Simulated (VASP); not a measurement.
# Sn2HBr3 (P3m1) in VASP: notebook

The runs below take Sn2HBr3 through single point, with PBE, HSE06.

Everything below comes from runs of VASP 6.6.1. Logs are shortened: lines on timing, memory, paths and dates and some standing lists are left out, and cuts for length are marked.

## (1) Starting point

Symmetry: P3m1, No. 156, trigonal system. Conventional cell: a = 4.147 Å, b = 4.147 Å, c = 12.766 Å, α = 90.00°, β = 90.00°, γ = 120.00°. Around Sn (site symmetry 3m) lie 6 Br at 2.98 to 3.01 Å. Around Sn (site symmetry 3m) lie 3 H at 2.46 Å. H (site symmetry 3m) has 3 Sn at 2.46 Å as nearest neighbours. Br (site symmetry 3m) has 3 Sn at 2.98 Å as nearest neighbours. Around Br (site symmetry 3m) lie 3 Sn at 3.01 Å. Br (site symmetry 3m) is surrounded by 3 Sn at 2.97 Å and 3 H at 3.33 Å.

The cell was built by a generator and needn't be a form met in nature.

## (2) Single point, PBE

Input file INCAR:

```
SYSTEM = Sn2HBr3
  PREC = Accurate
  ENCUT = 520
  EDIFF = 1E-6
  ISMEAR = 0
  SIGMA = 0.02
  LREAL = .False.
  LASPH = .True.
  NELM = 80
  ALGO = Normal
  ISIF = 2
  LWAVE = .False.
  LCHARG = .False.
  GGA = PE
  KPAR = 8
```

Input file KPOINTS:

```
Automatic mesh
0
Gamma
  6 6 2
  0 0 0
```

Input file POSCAR:

```
Sn2HBr3
1.0
    4.1469970000      0.0000000000      0.0000000000
   -2.0734980000      3.5914050000      0.0000000000
    0.0000000000      0.0000000000     12.7664400000
Sn H Br
2 1 3
Direct
    0.3333330000      0.6666670000      0.4372610000
    0.3333330000      0.6666670000      0.0120900000
    0.6666670000      0.3333330000      0.0554730000
    0.6666670000      0.3333330000      0.5767770000
    0.0000000000      0.0000000000      0.2941130000
    0.0000000000      0.0000000000      0.8742010000
```

Potentials or basis: VASP PAW PBE potentials, release 64 (Sn_d, H, Br).

The run is started by

```
> cat potpaw_PBE.64/Sn_d/POTCAR potpaw_PBE.64/H/POTCAR potpaw_PBE.64/Br/POTCAR > POTCAR
> mpirun -np 8 vasp_std > vasp.out
```

OUTCAR:

```text
SYSTEM = Sn2HBr3
   PREC = Accurate
   ENCUT = 520
   EDIFF = 1E-6
   ISMEAR = 0
   LREAL = .False.
   LASPH = .True.
   NELM = 80
   ISIF = 2
   GGA = PE

 ion  position               nearest neighbor table
   1  0.333  0.667  0.437-   4 2.98   4 2.98   4 2.98   5 3.01   5 3.01   5 3.01
   2  0.333  0.667  0.012-   6 2.97   6 2.97   6 2.97
   3  0.667  0.333  0.055-
   4  0.667  0.333  0.577-   1 2.98   1 2.98   1 2.98
   5  0.000  0.000  0.294-   1 3.01   1 3.01   1 3.01
   6  0.000  0.000  0.874-   2 2.97   2 2.97   2 2.97

  LATTYP: Found a hexagonal cell.
 ALAT       =     4.1469970000
 C/A-ratio  =     3.0784782338

  Lattice vectors:

 A1 = (   4.1469970000,   0.0000000000,   0.0000000000)
 A2 = (  -2.0734980000,   3.5914050000,   0.0000000000)
 A3 = (   0.0000000000,   0.0000000000,  12.7664400000)

Analysis of symmetry for initial positions (statically):
=====================================================================
 Subroutine PRICEL returns:
 Original cell was already a primitive cell.

 Routine SETGRP: Setting up the symmetry group for a
 hexagonal supercell.

 Subroutine GETGRP returns: Found  6 space group operations
 (whereof  6 operations were pure point group operations)
 out of a pool of 24 trial point group operations.

The static configuration has the point symmetry C_3v.

Analysis of symmetry for dynamics (positions and initial velocities):
=====================================================================
 Subroutine PRICEL returns:
 Original cell was already a primitive cell.

 Routine SETGRP: Setting up the symmetry group for a
 hexagonal supercell.

 Subroutine GETGRP returns: Found  6 space group operations
 (whereof  6 operations were pure point group operations)
 out of a pool of 24 trial point group operations.

The dynamic configuration has the point symmetry C_3v.

 Subroutine INISYM returns: Found  6 space group operations
 (whereof  6 operations are pure point group operations),
 and found     1 'primitive' translations

----------------------------------------------------------------------------------------

                                     Primitive cell

  volume of cell :     190.1376

  direct lattice vectors                    reciprocal lattice vectors
     4.146997000  0.000000000  0.000000000     0.241138347  0.139221246  0.000000000
    -2.073498000  3.591405000  0.000000000     0.000000000  0.278442559  0.000000000
     0.000000000  0.000000000 12.766440000     0.000000000  0.000000000  0.078330372

  length of vectors
     4.146997000  4.146996965 12.766440000     0.278442557  0.278442559  0.078330372

  position of ions in fractional coordinates (direct lattice)
     0.333333000  0.666667000  0.437261000
     0.333333000  0.666667000  0.012090000
     0.666667000  0.333333000  0.055473000
     0.666667000  0.333333000  0.576777000
     0.000000000  0.000000000  0.294113000
     0.000000000  0.000000000  0.874201000

  ion indices of the primitive-cell ions
   primitive index   ion index
                 1           1
                 2           2
                 3           3
                 4           4
                 5           5
                 6           6

----------------------------------------------------------------------------------------

 KPOINTS: Automatic mesh

Automatic generation of k-mesh.
 Grid dimensions read from file:
 generate k-points for:    6    6    2

 Generating k-lattice:

  Cartesian coordinates                     Fractional coordinates (reciprocal lattice)
     0.040189724  0.023203541  0.000000000     0.166666667 -0.000000000  0.000000000
     0.000000000  0.046407093  0.000000000     0.000000000  0.166666667  0.000000000
     0.000000000  0.000000000  0.039165186     0.000000000  0.000000000  0.500000000

  Length of vectors
     0.046407093  0.046407093  0.039165186

  Shift w.r.t. Gamma in fractional coordinates (k-lattice)
     0.000000000  0.000000000  0.000000000

 Subroutine IBZKPT returns following result:
 ===========================================

 Found     14 irreducible k-points:

 Following reciprocal coordinates:
            Coordinates               Weight
  0.000000  0.000000  0.000000      1.000000
  0.166667 -0.000000  0.000000      6.000000
  0.333333  0.000000  0.000000      6.000000
  0.500000  0.000000  0.000000      3.000000
  0.166667  0.166667  0.000000      6.000000
  0.333333  0.166667  0.000000     12.000000
  0.333333  0.333333  0.000000      2.000000
  0.000000  0.000000  0.500000      1.000000
  0.166667 -0.000000  0.500000      6.000000
  0.333333  0.000000  0.500000      6.000000
  0.500000  0.000000  0.500000      3.000000
  0.166667  0.166667  0.500000      6.000000
  0.333333  0.166667  0.500000     12.000000
  0.333333  0.333333  0.500000      2.000000
   k-points           NKPTS =     14   k-points in BZ     NKDIM =     14   number of bands    NBANDS=     30
   number of dos      NEDOS =    301   number of ions     NIONS =      6
   total plane-waves  NPLWV =  98304
   dimension x,y,z NGX =    32 NGY =   32 NGZ =   96
   dimension x,y,z NGXF=    64 NGYF=   64 NGZF=  192
   ions per type =               2   1   3
   NGX,Y,Z   is equivalent  to a cutoff of  12.83, 12.83, 12.50 a.u.
   NGXF,Y,Z  is equivalent  to a cutoff of  25.66, 25.66, 25.00 a.u.
 SYSTEM =  Sn2HBr3
   PREC   = accura    normal or accurate (medium, high low for compatibility)
   ISTART =      0    job   : 0-new  1-cont  2-samecut
   ICHARG =      2    charge: 1-file 2-atom 10-const
   ISPIN  =      1    spin polarized calculation?
   LNONCOLLINEAR =      F non collinear calculations
   LSORBIT =      F    spin-orbit coupling
   LASPH  =      T    aspherical Exc in radial PAW
   ENCUT  =  520.0 eV  38.22 Ry    6.18 a.u.   7.71  7.71 23.74*2*pi/ulx,y,z
   NELM   =     80;   NELMIN=  2; NELMDL= -5     # of ELM steps
   EDIFF  = 0.1E-05   stopping-criterion for ELM
   LREAL  =      F    real-space projection
   EDIFFG = 0.1E-04   stopping-criterion for IOM
   NSW    =      0    number of steps for IOM
   IBRION =     -1    ionic relax: 0-MD 1-quasi-New 2-CG
   NFREE  =      0    steps in history (QN), initial steepest desc. (CG)
   ISIF   =      2    stress and relaxation
   ISYM   =      2    0-nonsym 1-usesym 2-fastsym
   POTIM  = 0.5000    time-step for ionic-motion
   TEBEG  =    0.0;   TEEND  =   0.0 temperature during run
   PSTRESS=    0.0 pullay stress
   NELECT =      50.0000    total number of electrons
   NUPDOWN=      -1.0000    fix difference up-down
   EMIN   =  10.00;   EMAX   =-10.00  energy-range for DOS
   EFERMI =   0.00;   METHOD = LEGACY
   ISMEAR =     0;   SIGMA  =   0.02  broadening in eV -4-tet -1-fermi 0-gaus
   EFERMI_NEDOS =   21; number of points for ismear=-14 and -15
   IALGO  =     38    algorithm
   IMIX   =      4    mixing-type and parameters
     AMIX     =   0.40;   BMIX     =  1.00
     AMIX_MAG =   1.60;   BMIX_MAG =  1.00
  volume/ion in A,a.u.               =      31.69       213.85
  Fermi-wavevector in a.u.,A,eV,Ry     =   1.048839  1.982018 14.967271  1.100063
  Thomas-Fermi vector in A             =   2.183777
   LORBIT       =      0    0 simple, 1 ext, 2 COOP (PROOUT), +10 PAW based schemes
   GGA     = PE    functional components
   LHFCALC =     F    Hartree Fock is set to
   AEXX    =    0.0000 exact exchange contribution
   IVDW    =     0    specifies the selected vdW correction
   LEPSILON=     F    determine dielectric tensor
   LRPA    =     F    only Hartree local field effects (RPA)
 non-spin polarized calculation
 Gauss-broadening in eV      SIGMA  =   0.02
  energy-cutoff  :      520.00
  volume of cell :      190.14
 maximum number of plane-waves:      5148
 NGX is ok and might be reduce to    32
   NGX = 15   NGY = 15   NGZ = 47

 number of electron      49.9999996 magnetization

 Free energy of the ion-electron system (eV)
  ---------------------------------------------------
  ext. energy  EPLUGINS =         0.00000000
  ---------------------------------------------------
  free energy    TOTEN  =       -18.45951037 eV

  energy without entropy =      -18.45951037  energy(sigma->0) =      -18.45951037

 E-fermi :   2.9602     XC(G=0):  -7.8853

 val. band max:        2.8606624816   @ k =   0.0000   0.0000   0.5000
 cond. band min:       3.2725905403   @ k =   0.0000   0.0000   0.5000
 fundamental gap:      0.4119280587
 Fermi energy:         2.9602453730

 k-point     1 :       0.0000    0.0000    0.0000
  band No.  band energies     occupation
      1     -19.9400      2.00000
      2     -19.9400      2.00000
      3     -19.9223      2.00000
      4     -19.9161      2.00000
      5     -19.9161      2.00000
      6     -19.0726      2.00000
[... 22 lines left out ...]
     29       4.7609      0.00000
     30       5.5934      0.00000

 k-point     2 :       0.1667   -0.0000    0.0000
  band No.  band energies     occupation
      1     -19.9418      2.00000
      2     -19.9353      2.00000
      3     -19.9202      2.00000
      4     -19.9196      2.00000
      5     -19.9167      2.00000
      6     -19.0701      2.00000
[... 22 lines left out ...]
     29       4.8398      0.00000
     30       5.4851      0.00000

 k-point     3 :       0.3333    0.0000    0.0000
  band No.  band energies     occupation
      1     -19.9472      2.00000
      2     -19.9271      2.00000
      3     -19.9260      2.00000
      4     -19.9181      2.00000
      5     -19.9138      2.00000
      6     -19.0656      2.00000
[... 22 lines left out ...]
     29       5.0254      0.00000
     30       5.2410      0.00000

 k-point     4 :       0.5000    0.0000    0.0000
  band No.  band energies     occupation
      1     -19.9507      2.00000
      2     -19.9298      2.00000
      3     -19.9215      2.00000
      4     -19.9186      2.00000
      5     -19.9108      2.00000
      6     -19.0643      2.00000
[... 286 lines left out ...]
     29       4.8602      0.00000
     30       4.9571      0.00000

 k-point    13 :       0.3333    0.1667    0.5000
  band No.  band energies     occupation
      1     -19.9452      2.00000
      2     -19.9278      2.00000
      3     -19.9265      2.00000
      4     -19.9205      2.00000
      5     -19.9114      2.00000
      6     -19.0629      2.00000
[... 22 lines left out ...]
     29       4.9392      0.00000
     30       5.2418      0.00000

 k-point    14 :       0.3333    0.3333    0.5000
  band No.  band energies     occupation
      1     -19.9362      2.00000
      2     -19.9349      2.00000
      3     -19.9244      2.00000
      4     -19.9243      2.00000
      5     -19.9113      2.00000
      6     -19.0608      2.00000
[... 22 lines left out ...]
     29       5.0923      0.00000
     30       5.5371      0.00000

------------------------ aborting loop because EDIFF is reached ----------------------------------------

  FORCE on cell =-STRESS in cart. coord.  units (eV):
  Direction    XX          YY          ZZ          XY          YZ          ZX
  --------------------------------------------------------------------------------------
  -------------------------------------------------------------------------------------
  Total       -0.0358735     -0.0358735     -0.0225407     -0.0000000     -0.0000000     -0.0000000
  in kB       -0.3022849     -0.3022849     -0.1899376     -0.0000000     -0.0000000     -0.0000000
  external PRESSURE =      -0.2648358 kB  Pullay stress =       0.0000000 kB

 VOLUME and BASIS-vectors are now :
 -----------------------------------------------------------------------------
  energy-cutoff  :      520.00
  volume of cell :      190.14
      direct lattice vectors                 reciprocal lattice vectors
     4.146997000  0.000000000  0.000000000     0.241138347  0.139221246  0.000000000
    -2.073498000  3.591405000  0.000000000     0.000000000  0.278442559  0.000000000
     0.000000000  0.000000000 12.766440000     0.000000000  0.000000000  0.078330372

 POSITION                                       TOTAL-FORCE (eV/Angst)
 -----------------------------------------------------------------------------------
     -0.00000      2.39427      5.58227         0.000000      0.000000      0.004442
     -0.00000      2.39427      0.15435        -0.000000      0.000000      0.020066
      2.07350      1.19713      0.70819        -0.000000      0.000000     -0.016643
      2.07350      1.19713      7.36339        -0.000000     -0.000000     -0.005702
      0.00000      0.00000      3.75478        -0.000000      0.000000     -0.000532
      0.00000      0.00000     11.16043        -0.000000      0.000000     -0.001632
 -----------------------------------------------------------------------------------
    total drift:                                0.001125     -0.000649     -0.000581

  FREE ENERGIE OF THE ION-ELECTRON SYSTEM (eV)
  ---------------------------------------------------
  free  energy   TOTEN  =       -18.4595103734 eV

  energy  without entropy=      -18.4595103734  energy(sigma->0) =      -18.45951037
```

Wall time 26 s (8 MPI ranks of Intel Xeon Platinum 8259CL at 2.50GHz (Skylake/Cascade Lake), shared host); peak memory 0.35 GiB.

Results:

```
Free energy            : -18.4595 eV
Pressure               : 0.0 GPa
Largest force          : 0.020 eV/Å
Band gap on the k mesh : 0.41 eV, direct
```

Forces on the atoms (eV/Å):
```
Sn   0.000  0.000  0.004
Sn   0.000  0.000  0.020
H    0.000  0.000 -0.017
Br   0.000  0.000 -0.006
Br   0.000  0.000 -0.001
Br   0.000  0.000 -0.002
```

Caveat: spin-orbit coupling is left out, which moves the levels of the heavy elements; this functional lacks dispersion, which binds the layers, so the pressure and a relaxed spacing across them are unreliable. A k mesh can miss the band edges.

[end of part 1 of 2]
